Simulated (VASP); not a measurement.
Computed with PBE GGA + U (Dudarev), VASP's PBE PAW potentials (set 64) (plane waves; VASP).

The input files of a VASP run:

### INCAR
```
# general
SYSTEM   =MnC
PREC     =Accurate
ENCUT    =520   # plane-wave cut-off (eV)
LREAL    =.FALSE.
LASPH    =.TRUE.   # aspherical one-centre terms

# electronic loop
EDIFF    =1E-6   # SCF stop (eV)
NELM     =100   # most electronic steps
ALGO     =Normal
LMAXMIX  =4

# smearing
ISMEAR   =0   # Gaussian
SIGMA    =0.05   # width (eV)

# functional
GGA      =PE

# spin
ISPIN    =2
MAGMOM   =0.0 0.0 4.0 4.0

# DFT+U
LDAU     =.TRUE.
LDAUTYPE =2
LDAUL    =-1 2
LDAUU    =0 3.0
LDAUJ    =0 0
LDAUPRINT=1

# ions
ISIF     =2

# output
LWAVE    =.FALSE.
LCHARG   =.FALSE.
LORBIT   =10
```

### KPOINTS
```
Automatic mesh
0
G
  7 7 7
```

File POSCAR:
```
MnC
1
    1.4663280000    -3.8748250000     0.0000000000
    1.4663280000     3.8748250000     0.0000000000
    0.0000000000     0.0000000000     2.8897240000
C Mn
2 2
Direct
  0.5640000000   0.4360000000   0.2500000000
  0.4360000000   0.5640000000   0.7500000000
  0.8547500000   0.1452500000   0.2500000000
  0.1452500000   0.8547500000   0.7500000000
```

POTCAR, in this order: C Mn_pv (PBE.64 set). Program: vasp_std.

What VASP printed:

### OUTCAR
```
 ion  position               nearest neighbor table
   1  0.564  0.436  0.250-   2 1.75   2 1.75   4 2.15   4 2.15   4 2.15   4 2.15   3 2.19   3 2.19
                             3 2.25
   2  0.436  0.564  0.750-   1 1.75   1 1.75   3 2.15   3 2.15   3 2.15   3 2.15   4 2.19   4 2.19
                             4 2.25
   3  0.855  0.145  0.250-   2 2.15   2 2.15   2 2.15   2 2.15   1 2.19   1 2.19   1 2.25   4 2.62
                             4 2.62   4 2.62   4 2.62   4 2.68   4 2.68
   4  0.145  0.855  0.750-   1 2.15   1 2.15   1 2.15   1 2.15   2 2.19   2 2.19   2 2.25   3 2.62
                             3 2.62   3 2.62   3 2.62   3 2.68   3 2.68
  LATTYP: Found a base centered orthorhombic cell.
 ALAT       =     2.9326560000
 B/A-ratio  =     2.6425363220
 C/A-ratio  =     0.9853607106
 Subroutine PRICEL returns:
 Original cell was already a primitive cell.
 Subroutine GETGRP returns: Found  8 space group operations
The static configuration has the point symmetry C_2h.
 The point group associated with its full space group is D_2h.
The dynamic configuration has the point symmetry C_2h.
The overall configuration has the point symmetry C_2h.
 Subroutine INISYM returns: Found  8 space group operations
 Subroutine IBZKPT returns following result:
 Found     64 irreducible k-points:

 Following reciprocal coordinates:
            Coordinates               Weight
  0.000000  0.000000  0.000000      1.000000
  0.142857  0.000000  0.000000      4.000000
  0.285714  0.000000  0.000000      4.000000
  0.428571  0.000000  0.000000      4.000000
  0.142857  0.142857  0.000000      2.000000
  0.285714  0.142857  0.000000      4.000000
  0.428571  0.142857  0.000000      4.000000
 -0.428571  0.142857  0.000000      4.000000
 -0.285714  0.142857  0.000000      4.000000
 -0.142857  0.142857  0.000000      2.000000
  0.285714  0.285714  0.000000      2.000000
  0.428571  0.285714  0.000000      4.000000
 -0.428571  0.285714  0.000000      4.000000
 -0.285714  0.285714  0.000000      2.000000
...
```

OSZICAR:
```
       N       E                     dE             d eps       ncg     rms          rms(c)
DAV:   1     0.353691584403E+03    0.35369E+03   -0.19368E+04  6448   0.175E+03
DAV:   2    -0.962188592445E+01   -0.36331E+03   -0.34692E+03  6543   0.481E+02
DAV:   3    -0.313990681448E+02   -0.21777E+02   -0.21107E+02  7655   0.122E+02
DAV:   4    -0.319533061564E+02   -0.55424E+00   -0.54788E+00  7083   0.186E+01
DAV:   5    -0.319614729199E+02   -0.81668E-02   -0.81588E-02  7243   0.238E+00    0.297E+01
DAV:   6    -0.313302176312E+02    0.63126E+00   -0.55321E+01  8077   0.739E+01    0.224E+01
DAV:   7    -0.285615408750E+02    0.27687E+01   -0.11021E+01  7292   0.427E+01    0.119E+01
DAV:   8    -0.286710269813E+02   -0.10949E+00   -0.10087E+00  7551   0.655E+00    0.777E+00
DAV:   9    -0.286450948192E+02    0.25932E-01   -0.25001E-01  8098   0.419E+00    0.238E+00
DAV:  10    -0.286702988100E+02   -0.25204E-01   -0.55784E-02  7658   0.231E+00    0.110E+00
DAV:  11    -0.286723914587E+02   -0.20926E-02   -0.23434E-02  8004   0.111E+00    0.232E-01
DAV:  12    -0.286727977847E+02   -0.40633E-03   -0.28991E-03  6833   0.383E-01    0.154E-01
DAV:  13    -0.286728325764E+02   -0.34792E-04   -0.14226E-04  7477   0.885E-02    0.549E-02
DAV:  14    -0.286728259521E+02    0.66243E-05   -0.53705E-05  7856   0.653E-02    0.251E-02
DAV:  15    -0.286728273251E+02   -0.13730E-05   -0.15387E-05  7970   0.274E-02    0.637E-03
DAV:  16    -0.286728275141E+02   -0.18907E-06   -0.17686E-06  5008   0.114E-02
   1 F= -.28672828E+02 E0= -.28672349E+02  d E =-.956262E-03  mag=     6.1828
```

**OUTCAR**
```
------------------------ aborting loop because EDIFF is reached ----------------------------------------
  FORCE on cell =-STRESS in cart. coord.  units (eV):
  Direction    XX          YY          ZZ          XY          YZ          ZX
  --------------------------------------------------------------------------------------
  Total        8.0273697      3.8096166     -0.3586755      0.0000000     -0.0000000      0.0000000
  in kB      391.6645524    185.8755514    -17.5001875      0.0000000     -0.0000000      0.0000000
  external PRESSURE =     186.6799721 kB  Pullay stress =       0.0000000 kB
  volume of cell :       32.84
      direct lattice vectors                 reciprocal lattice vectors
     1.466328000 -3.874825000  0.000000000     0.340987828 -0.129038086  0.000000000
     1.466328000  3.874825000  0.000000000     0.340987828  0.129038086  0.000000000
     0.000000000  0.000000000  2.889724000     0.000000000  0.000000000  0.346053810
 POSITION                                       TOTAL-FORCE (eV/Angst)
 -----------------------------------------------------------------------------------
      1.46633     -0.49598      0.72243         0.000000      0.336670     -0.000000
      1.46633      0.49598      2.16729         0.000000     -0.336670     -0.000000
      1.46633     -2.74919      0.72243         0.000000      0.680682      0.000000
      1.46633      2.74919      2.16729         0.000000     -0.680682     -0.000000
 -----------------------------------------------------------------------------------
    total drift:                               -0.000000     -0.000000     -0.000000
  FREE ENERGIE OF THE ION-ELECTRON SYSTEM (eV)
  ---------------------------------------------------
  free  energy   TOTEN  =       -28.6728275141 eV

  energy  without entropy=      -28.6718712520  energy(sigma->0) =      -28.67234938

 total charge

# of ion       s       p       d       tot
------------------------------------------
    1        0.839   1.490   0.000   2.329
    2        0.839   1.490   0.000   2.329
    3        0.287   6.360   5.274  11.921
    4        0.287   6.360   5.274  11.921
--------------------------------------------------
tot          2.252  15.700  10.548  28.499

 magnetization (x)

# of ion       s       p       d       tot
------------------------------------------
    1       -0.004  -0.090   0.000  -0.094
    2       -0.004  -0.090   0.000  -0.094
    3        0.004   0.008   3.216   3.228
    4        0.004   0.008   3.216   3.228
--------------------------------------------------
tot          0.001  -0.165   6.433   6.269
```
(Selected blocks of OUTCAR.)

The moments were started parallel, and other spin orders were not tried in this run.

The structure was generated: MnC was put into the CrB type (Cmcm), which need not be its known phase. The cell was not relaxed at this level. The k-mesh is coarse (spacing up to 0.33 per Å, 2π included), so the numbers may not be converged in it. The run is one of a series of settings (LDAU = .TRUE., LDAUJ = 0 0, LDAUL = -1 2, LDAUTYPE = 2, LDAUU = 0 3.0 against the base run), some of them coarse on purpose.
